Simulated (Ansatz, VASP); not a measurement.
# HfSc2N2 in VASP and in Ansatz

Contents of INCAR:

```
PREC = Accurate
ENCUT = 600
EDIFF = 1E-6
ISMEAR = 0
SIGMA = 0.1
LREAL = False
LASPH = True
NELM = 60
ALGO = Normal
ISIF = 3
LWAVE = False
LCHARG = False
GGA = PE
IBRION = 2
NSW = 90
EDIFFG = -0.04
```

KPOINTS

```
regular mesh
0
Gamma
  4 4 4
```

Contents of POSCAR:

```
HfSc2N2
1.0
   -2.9921276500      2.9921276500      2.6106063800
    2.9921276500     -2.9921276500      2.6106063800
    2.9921276500      2.9921276500     -2.6106063800
Hf Sc N
1 2 2
Direct
    0.5000000000      0.5000000000      0.0000000000
    0.2500000000      0.7500000000      0.5000000000
    0.7500000000      0.2500000000      0.5000000000
    0.1697903300      0.1697903300      0.0000000000
    0.8302096700      0.8302096700      0.0000000000
```

Input for Ansatz:

```yaml
crystal:
  lattice:
    - [-2.99212765, 2.99212765, 2.61060638]
    - [2.99212765, -2.99212765, 2.61060638]
    - [2.99212765, 2.99212765, -2.61060638]
  atoms:
    - { symbol: Hf, position: [0.5, 0.5, 0.0] }
    - { symbol: Sc, position: [0.25, 0.75, 0.5] }
    - { symbol: Sc, position: [0.75, 0.25, 0.5] }
    - { symbol: "N", position: [0.16979033, 0.16979033, 0.0] }
    - { symbol: "N", position: [0.83020967, 0.83020967, 0.0] }
basis:
  ecutwfc: 420
kpoints:
  mp_grid: { grid: [4, 4, 4] }
hamiltonian:
  xc: pbe
scf:
  occupations: { method: gaussian, width: 0.1 }
  lower_state_search: "off"
output:
  forces: true
  stress: true
  eigenvalues: true
relax:
  adjacent_minimum: "off"
  f_tol: 0.04
  max_steps: 70
  cell: { stress_tol: 0.4 }
```

Alike in both runs: task relaxation of cell and atoms; functional PBE; k mesh 4 × 4 × 4; occupations gaussian, width 0.1 eV; no spin polarisation.

```csv
,VASP,Ansatz
version,VASP 6.6.1,Ansatz 0.2.0
potentials or method,"VASP PAW PBE potentials, release 64 (Hf_pv, Sc_sv, N)","scalar-relativistic, plane waves, PAW"
plane-wave cutoff (eV),600,420
valence electrons in the cell,42,58
```

```tsv
	VASP	Ansatz	Ansatz less VASP
gap on the k mesh at the Fermi level, each at its own relaxed structure (eV)	none	none	-
relaxed volume (Å³/atom)	15.79	15.83	+0.037
relaxed cell length with the largest relative difference (Å)	4.683	4.686	+0.0036
energy change over the relaxation (meV/atom)	-986	-966	+20.4
```

A gap of «none» marks a metal or a gap that the smearing closes. The two sets of potentials don't hold the same shells in valence.

Caveats: the k mesh is coarse (spacing up to 0.40 Å⁻¹), so the values aren't converged; the volume moved by over 15 % at a fixed basis, so the end points are rough (VASP). The runs have no spin-orbit coupling, so splittings on Hf are missing.
